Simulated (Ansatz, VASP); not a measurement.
# TiS2 (twisted 1T-TiS2 bilayer, 13.17 deg): VASP beside Ansatz

Wanted: the spread between two codes on one cell, functional and k mesh. The cell is taken from a series of runs on this material, whose earlier steps may have relaxed, scaled, displaced or heated it; both programs get it as it stands.

Main program and level: Ansatz 0.2.0; plane waves, with VASP 6.6.1 beside it; PBEsol.

## 1. The starting structure

The cell holds 114 atoms: 38 Ti and 76 S. Cell: a = 14.864 Å, b = 14.864 Å, c = 20.860 Å, α = 90.0°, β = 90.0°, γ = 120.0°. It derives from TiS2 (1T-TiS2). As first built, before any earlier steps moved the atoms or strained the cell (in the runner's words): 1T-TiS2 (a = 3.41 A) under 1T-TiS2 (a = 3.41 A), bilayer, commensurate cell of 19 unit cells a layer, twist 13.17 deg; facing atoms 3.14 A apart;; flat layers, displaced by a Gaussian of 0.01 A. Vacuum lies along c.

## 2. Ansatz: single point, PBEsol

Ansatz runs on its default PAW (the set named soft_2) files.

A single point takes one fixed geometry, so differences don't come from the geometry; what else differs is listed under the comparison.

The input, input.yaml:

```yaml
crystal:
  lattice:
    - [14.8638, 0.0, 0.0]
    - [-7.4319, 12.87243, 0.0]
    - [0.0, 0.0, 20.86]
  atoms:
    - { symbol: Ti, position: [0.05135, 0.63149, 0.35577] }
    - { symbol: S, position: [0.1748, 0.77034, 0.4247] }
    - { symbol: S, position: [0.19443, 0.6506, 0.28765] }
    - { symbol: Ti, position: [0.15663, 0.89562, 0.35571] }
    - { symbol: S, position: [0.27987, 0.03411, 0.42478] }
    - { symbol: S, position: [0.29729, 0.91265, 0.28787] }
    - { symbol: Ti, position: [0.9998, 0.00029, 0.35657] }
    - { symbol: S, position: [0.12273, 0.14056, 0.42485] }
    - { symbol: S, position: [0.13898, 0.0175, 0.28765] }
    - { symbol: Ti, position: [0.1058, 0.26449, 0.35631] }
    - { symbol: S, position: [0.22733, 0.40314, 0.42472] }
    - { symbol: S, position: [0.24584, 0.28147, 0.28666] }
    - { symbol: Ti, position: [0.21126, 0.52594, 0.35637] }
    - { symbol: S, position: [0.33301, 0.66693, 0.42405] }
    - { symbol: S, position: [0.35184, 0.54487, 0.28741] }
    - { symbol: Ti, position: [0.3154, 0.78835, 0.35602] }
    - { symbol: S, position: [0.4398, 0.9303, 0.42499] }
    - { symbol: S, position: [0.45628, 0.80616, 0.28728] }
    - { symbol: Ti, position: [0.26237, 0.15722, 0.35711] }
    - { symbol: S, position: [0.38496, 0.29794, 0.42485] }
    - { symbol: S, position: [0.40254, 0.17374, 0.28742] }
    - { symbol: Ti, position: [0.36813, 0.42161, 0.3556] }
    - { symbol: S, position: [0.49174, 0.56077, 0.42555] }
    - { symbol: S, position: [0.5086, 0.43847, 0.28715] }
    - { symbol: Ti, position: [0.47474, 0.68447, 0.35593] }
    - { symbol: S, position: [0.59553, 0.82451, 0.42463] }
    - { symbol: S, position: [0.61435, 0.70224, 0.28761] }
    - { symbol: Ti, position: [0.57876, 0.94731, 0.35619] }
    - { symbol: S, position: [0.70129, 0.08738, 0.42442] }
    - { symbol: S, position: [0.71965, 0.96626, 0.28704] }
[... 78 atom lines left out ...]
    - { symbol: Ti, position: [0.81345, 0.60743, 0.64302] }
    - { symbol: S, position: [0.95371, 0.72979, 0.7122] }
    - { symbol: S, position: [0.93774, 0.59037, 0.57522] }
    - { symbol: Ti, position: [0.76206, 0.18598, 0.64404] }
    - { symbol: S, position: [0.90198, 0.30944, 0.71259] }
    - { symbol: S, position: [0.88546, 0.17062, 0.57598] }
kpoints:
  mp_grid: { grid: [1, 1, 1] }
hamiltonian:
  xc: pbesol
scf:
  occupations: { method: fermi_dirac, width: 0.05 }
output:
  forces: true
  populations: true
  dos:
    method: { smearing: { sigma: 0.15 } }
    de: 0.1
    projected:
      site_lists:
        S: [S]
        Ti: [Ti]
        layer_1: [0, 1, 2, 3, 4, 5, 6, 7, 8, 9, 10, 11, 12, 13, 14, 15, 16, 17, 18, 19, 20, 21, 22, 23, 24, 25, 26, 27, 28, 29, 30, 31, 32, 33, 34, 35, 36, 37, 38, 39, 40, 41, 42, 43, 44, 45, 46, 47, 48, 49, 50, 51, 52, 53, 54, 55, 56]
        layer_2: [57, 58, 59, 60, 61, 62, 63, 64, 65, 66, 67, 68, 69, 70, 71, 72, 73, 74, 75, 76, 77, 78, 79, 80, 81, 82, 83, 84, 85, 86, 87, 88, 89, 90, 91, 92, 93, 94, 95, 96, 97, 98, 99, 100, 101, 102, 103, 104, 105, 106, 107, 108, 109, 110, 111, 112, 113]
  eigenvalues: true
```

On the command line:

```bash
ansatz run input.yaml --threads 32 --pin off --max-ram 143360MiB --backend cuda --events-out ev --progress --plain --runs-dir out
```

Numbers of over 12 decimals in the logs are rounded to 6 here.

Log:

```text
Engine: ansatz 0.2.0, aarch64-unknown-linux-gnu
Pseudopotentials: kind: paw
Pseudopotential: Ti, paw, valence charge 12, recommended cutoff 420 eV (normal), Ti.paw.azcp
Pseudopotential: S, paw, valence charge 6, recommended cutoff 420 eV (normal), S.paw.azcp
Functional definition: PBEsol
  exchange = pbesol_x
  correlation = pbesol_c
device memory: the entry about to start is reckoned to put 8.8 GiB on a device that reports 182.5 GiB free
GPU FFT provider: cuFFT
GPU libraries: cuBLAS 13.8.1, cuFFT 12.4.0, cuSOLVER 12.3.2
GPU matrix products: emulated (plane waves: as basis.precision tells), large ones in fixed point in workspaces of 1.00 GiB
Crystal: 114 atoms, lattice volume = 3991.211 Å³
Basis set: ecut = 420 eV, 77955 PW (Γ), exchange–correlation on 200×200×288 points (8 copies of the dense FFT grid, shifted against one another)
Bands: 570, of which v1, the nominal top of the filled ones, is band 456 counted from 1 (455 counted from 0)
Symmetry: 1 space group operations
Space group: P1 (ITA 1), of the structure as read, at distance tolerance 1.6e-4 Å
k-points: 1
Non-local potential: Ti, projectors of the file, l = 0: 3, l = 1: 2, l = 2: 3, l = 3: 1
Non-local potential: S, projectors of the file, l = 0: 2, l = 1: 2, l = 2: 2
PAW form: soft (Blöchl's): semilocal exchange-correlation on the pseudo side does not see the compensation charge
PAW frozen core: Ti, regenerated for the run's functional, and the local potential with it (the file was generated under x = pbe(κ = 0.804, μ = 0.219515), c = pbe(β = 0.066725))
PAW frozen core: S, regenerated for the run's functional, and the local potential with it (the file was generated under x = pbe(κ = 0.804, μ = 0.219515), c = pbe(β = 0.066725))
PAW one-centre angular grid: Ti, 590 points (default); XC on 64 Gauss nodes
PAW one-centre angular grid: S, 110 points (default); XC on 64 Gauss nodes
Initial density: superposition of atomic densities (neutral atoms: chi_scale 0, normalization atom), corrected by the library's trained network
Initial wavefunctions: pseudopotential atomic-orbital guess
GPU buffer pool allocated for 1440000 grid points (all kernels)
GPU transforms: local potential and band sums: pruned to the plane-wave sphere, on 100×100×144
Functional: x = pbesol(κ = 0.804, μ = 0.123457), c = pbesol(β = 0.046)
SCF iter   1: F=—  HF=-161410.375693 eV  |F-HF|=—  |Δ(HF+E_count)|=         —  Δρ=3.53e-3  dr2=6.00e-1  ethr=1.77e-3  ⟨swp⟩=6.0  Hψ=2260  notcnv=0
preconditioner: auto → LDOS  [metal: Δε(μ)=0.082 eV  Ē_g=6.432 eV  σ=0.050 eV  W_gap=0.39  n_scr=650 (ndim 8)  ℏωp=14.5 eV  f_vac=0.423  D(μ)=75.80/eV (n_scr^D=426)  β→1.0]
SCF iter   2: F=—  HF=-161410.279713 eV  |F-HF|=—  |Δ(HF+E_count)|=   9.60e-2  Δρ=1.88e-3  dr2=1.25e-1  ethr=6.58e-5  ⟨swp⟩=2.0  Hψ=1208  notcnv=0  defer=18
SCF iter   3: F=—  HF=-161410.266669 eV  |F-HF|=—  |Δ(HF+E_count)|=   1.30e-2  Δρ=7.00e-4  dr2=2.88e-2  ethr=1.37e-5  ⟨swp⟩=2.0  Hψ=1104  notcnv=0  defer=18
SCF iter   4: F=—  HF=-161410.266382 eV  |F-HF|=—  |Δ(HF+E_count)|=   2.87e-4  Δρ=1.93e-4  dr2=3.04e-3  ethr=3.16e-6  ⟨swp⟩=2.0  Hψ=783  notcnv=0  defer=18
SCF iter   5: F=—  HF=-161410.258307 eV  |F-HF|=—  |Δ(HF+E_count)|=   8.08e-3  Δρ=5.38e-5  dr2=6.73e-4  ethr=3.34e-7  ⟨swp⟩=2.0  Hψ=862  notcnv=0  defer=18
SCF iter   6: F=—  HF=-161410.258254 eV  |F-HF|=—  |Δ(HF+E_count)|=   5.31e-5  Δρ=2.22e-5  dr2=1.27e-4  ethr=7.38e-8  ⟨swp⟩=2.0  Hψ=792  notcnv=0  defer=18
SCF iter   7: F=—  HF=-161410.259632 eV  |F-HF|=—  |Δ(HF+E_count)|=   1.38e-3  Δρ=9.68e-6  dr2=1.18e-5  ethr=1.40e-8  ⟨swp⟩=2.0  Hψ=628  notcnv=0  defer=18
SCF iter   8: F=—  HF=-161410.259634 eV  |F-HF|=—  |Δ(HF+E_count)|=   1.53e-6  Δρ=3.85e-6  dr2=2.14e-6  ethr=1.29e-9  ⟨swp⟩=2.0  Hψ=855  notcnv=0  defer=18
SCF iter   9: F=—  HF=-161410.259634 eV  |F-HF|=—  |Δ(HF+E_count)|=   4.28e-7  Δρ=1.35e-6  dr2=4.40e-7  ethr=2.35e-10  ⟨swp⟩=2.0  Hψ=733  notcnv=0  defer=18
SCF iter  10: F=-161410.259634 eV  HF=-161410.259634 eV  |F-HF|=6.66e-8  |Δ(HF+E_count)|=   1.34e-8  Δρ=5.57e-7  dr2=2.38e-8  ethr=1.10e-11  ⟨swp⟩=10.0  Hψ=2055  notcnv=0
SCF 1 converged in 10 iterations: F = -161410.259634 eV  dr2 = 2.38e-8
  greatest PAW one-centre occupation: 0.999 electrons in one spin orbital (limit 2), on the Ti atom at site 78 (counted from 0), in its partial waves of l = 0
SCF converged after 10 iterations
Free energy (F): -161410.259634 eV
Harris-Foulkes:  -161410.259634 eV  (|F-HF|=6.66e-8)
Internal energy: -161409.678671 eV  (E = F + TS)
E sigma→0 (E₀):  -161409.969153 eV
Entropy (-TS):   -0.580963 eV (-5.096 meV/atom)
Fermi energy:    1.659293 eV
--- Per-component energies (eV) ---
  E_band       = -13781.068112
  E_kinetic    = 18371.725274
  E_local      = -361848.640240  (includes V_loc(G=0)·N_el)
  E_nonlocal   = 2441.053143
  E_hartree    = 172638.213495
  E_xc         = -10980.778523
  E_vxc        = -11256.534686  (∫ρ·V_xc dr)
  E_paw        = -83193.915035  (= ΣΔE_a)
  E_vpaw       = -6765.057678  (= ΣTr[D̂ρ^β])
  E_aug_tail   = 0.004924  (compensation charges beyond the density's cutoff)
  E_ewald      = 101152.653540
  E_core_change = 10.004751  (= ΣΔE_core)
  E_smearing   = -0.580963  (= −TS)
  E_closure    = -0.000000  (closes the sum)
  Σ components = -161410.259634   (vs F -161410.259634, Δ=0.00e0)
--- Forces (eV/Å), atoms counted from 1 ---
[... 114 lines of forces left out ...]
  max |Σ_I F_I| component: 5.76e-5 eV/Å
--- Band table (eV) ---
--- Löwdin populations: 114 sites ---
  site symbol       q [e]
[... 114 lines, one an atom, left out ...]
  spilling = 0.006706 (of n_electrons = 912.000000)
```

The column dr2 measures how far the density is from self-consistency, as an energy; F and HF (Harris–Foulkes) agree once it is small.

## 3. VASP: single point, PBEsol

The same cell, functional, mesh and smearing now go to VASP, with its own data sets.

Lines of VASP's logs that name or quote its potential files are left out, and so is its time.

The input, INCAR:

```
SYSTEM = TiS2
PREC = Accurate
ENCUT = 400
EDIFF = 1E-06
NELM = 120
ISMEAR = -1
SIGMA = 0.05
LREAL = Auto
ALGO = Normal
GGA = PS
NBANDS = 544
LASPH = .TRUE.
LORBIT = 11
LWAVE = .FALSE.
LCHARG = .FALSE.
ISIF = 2
GGA_COMPAT = .FALSE.
NCORE = 4
```

The input, POSCAR:

```
TiS2
1.0
   14.8638000000      0.0000000000      0.0000000000
   -7.4319000000     12.8724300000      0.0000000000
    0.0000000000      0.0000000000     20.8600000000
Ti S
38 76
Direct
    0.0513500000      0.6314900000      0.3557700000
    0.1566300000      0.8956200000      0.3557100000
    0.9998000000      0.0002900000      0.3565700000
    0.1058000000      0.2644900000      0.3563100000
    0.2112600000      0.5259400000      0.3563700000
    0.3154000000      0.7883500000      0.3560200000
    0.2623700000      0.1572200000      0.3571100000
    0.3681300000      0.4216100000      0.3556000000
    0.4747400000      0.6844700000      0.3559300000
    0.5787600000      0.9473100000      0.3561900000
    0.4200600000      0.0520900000      0.3566400000
    0.5257600000      0.3166500000      0.3560800000
    0.6318700000      0.5801000000      0.3556200000
    0.7370600000      0.8413700000      0.3567600000
    0.6830800000      0.2106700000      0.3562300000
    0.7889900000      0.4728800000      0.3562500000
    0.8958400000      0.7365100000      0.3566500000
    0.8415900000      0.1051600000      0.3566500000
    0.9461200000      0.3681900000      0.3564800000
    0.9723700000      0.8710700000      0.6438700000
    0.9199700000      0.4504100000      0.6439100000
    0.0764900000      0.7136200000      0.6434900000
    0.2350200000      0.9763200000      0.6441600000
    0.8676700000      0.0288600000      0.6435000000
    0.0239400000      0.2916500000      0.6436200000
    0.1825700000      0.5560700000      0.6432500000
    0.3413600000      0.8196900000      0.6435700000
    0.1305700000      0.1346200000      0.6439400000
    0.2893800000      0.3990300000      0.6439600000
    0.4461900000      0.6609700000      0.6440000000
[... 78 atom lines left out ...]
    0.7960700000      0.4673700000      0.7121200000
    0.7800200000      0.3272600000      0.5753200000
    0.9537100000      0.7297900000      0.7122000000
    0.9377400000      0.5903700000      0.5752200000
    0.9019800000      0.3094400000      0.7125900000
    0.8854600000      0.1706200000      0.5759800000
```

The input, KPOINTS:

```
Automatic mesh
0
Gamma
1 1 1
0 0 0
```

Potentials, in the order of the species: Ti_sv and S (PBE family, release 64).

On the command line:

```bash
mpirun -np 16 vasp_gam
```

Log:

```text
[banner, memory and clock lines left out]
running   16 mpi-ranks, on    1 nodes
[...]
|                                                                             |
|               ----> ADVICE to this user running VASP <----                  |
|                                                                             |
|     You enforced a specific xc type in the INCAR file but a different       |
|     [... a line on the potential file left out ...]
|     I HOPE YOU KNOW WHAT YOU ARE DOING!                                     |
|                                                                             |

 LDA part: xc-table for (Slater+PW92), standard interpolation
 POSCAR, INCAR and KPOINTS ok, starting setup
[...]
entering main loop
       N       E                     dE             d eps       ncg     rms          rms(c)
DAV:   1     0.116924873614E+05    0.11692E+05   -0.41847E+05  1256   0.138E+03
DAV:   2     0.104550203089E+04   -0.10647E+05   -0.10319E+05  1328   0.433E+02
DAV:   3    -0.712805503919E+03   -0.17583E+04   -0.17021E+04  1488   0.170E+02
DAV:   4    -0.920798792327E+03   -0.20799E+03   -0.20721E+03  1624   0.542E+01
[...]
DAV:  34    -0.799031836503E+03   -0.97525E-05   -0.33519E-07   704   0.102E-03    0.996E-04
DAV:  35    -0.799031837875E+03   -0.13726E-05   -0.15317E-07   664   0.692E-04    0.761E-04
DAV:  36    -0.799031838026E+03   -0.15130E-06   -0.61502E-08   664   0.521E-04
   1 F= -.79903184E+03 E0= -.79873522E+03  d E =-.593244E+00
```

Parts of OUTCAR (step 3):

```text
  FREE ENERGIE OF THE ION-ELECTRON SYSTEM (eV)
  ---------------------------------------------------
  free  energy   TOTEN  =      -799.0318380265 eV

  energy  without entropy=     -798.4385944516  energy(sigma->0) =     -798.73521624
```

## 4. Comparison

Known differences besides the potentials themselves: the cutoff is 420 eV in Ansatz and 400 eV in VASP (PREC = Accurate, projectors in real space); Ansatz makes its cores anew for this functional, VASP keeps those of its PBE data sets. Total energies have different zeros and are not compared.

Forces on 10 of the 114 atoms, those with the largest forces and the largest differences (eV/Å; atoms numbered as in POSCAR):

```tsv
atom	Ansatz x, y, z	VASP x, y, z
S46	0.064, -0.098, 0.521	0.063, -0.100, 0.497
S53	-0.088, -0.002, -0.516	-0.088, -0.003, -0.493
S58	0.080, -0.086, 0.471	0.080, -0.087, 0.447
S66	-0.116, 0.114, 0.454	-0.116, 0.114, 0.429
S70	0.024, 0.073, 0.261	0.024, 0.072, 0.235
S77	0.084, -0.076, -0.508	0.084, -0.076, -0.483
S79	-0.023, -0.013, -0.267	-0.023, -0.013, -0.241
S94	-0.033, -0.145, 0.433	-0.033, -0.145, 0.409
S95	-0.070, 0.043, -0.231	-0.070, 0.044, -0.204
S110	-0.070, -0.076, 0.492	-0.071, -0.077, 0.471
```

The forces differ by 11 meV/Å r.m.s., which is 7.0 % of the r.m.s. force of 0.164 eV/Å (both taken over all components). Where the cell holds vacuum, a pressure given here is an average over it and none of the material.

## 5. What came out

```json
{"r.m.s. force difference (single point, PBEsol)": "11 meV/Å"}
```

In words: The r.m.s. force difference is 11 meV/Å (single point, PBEsol), at about the 12 meV/Å picked in this series as the mark of a large difference. How closely two codes agree says nothing of how well the functional describes the real material.

[Lines on the potential files, build, host, timing and source positions are cut from VASP's logs without a mark.]

[Logs are printed without paths, hosts, clocks, repeated set-up lines and the standing remarks that a program may print on its own settings, such as how far it seeks lower states.]

[Hosts, paths, dates, database ids (printed as entryN), source tags and the programs' standing remarks are cut or masked in the printed files.]
